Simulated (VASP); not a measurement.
Input:

```
CELL_PARAMETERS angstrom
      2.90608     0.00000     0.00000
      0.00000     2.90608     0.00000
      0.00000     0.00000     2.90608
ATOMIC_POSITIONS crystal
  Ti 0.00000 0.00000 0.00000
  Co 0.50000 0.50000 0.50000
```

Level of theory: PBEsol GGA, VASP's PBE PAW potentials (set 64) (plane waves; VASP). Settings: 500 eV cut-off, 13×13×13 Γ-centred mesh, first-order Methfessel-Paxton smearing of 0.10 eV, potentials Ti_sv Co.

**Question.** Estimate the energy per atom (σ→0), pressure, band gap (on the k-mesh) with the smallest direct gap where there is one.

**Answer.** 
```
Quantity                                                     Value
------------------------  ----------------------------------------
band gap (on the k-mesh)  none (metal, semimetal or under 0.01 eV)
energy per atom (σ→0)                               -8.442 eV/atom
pressure                                                  5.01 GPa
```

The compound is TiCo in the CsCl type structure. It was relaxed first under an external pressure of 5 GPa. The run is not spin-polarised, so no magnetic state was tried. The electron count is odd and the run is not spin-polarised, which forces a metal.
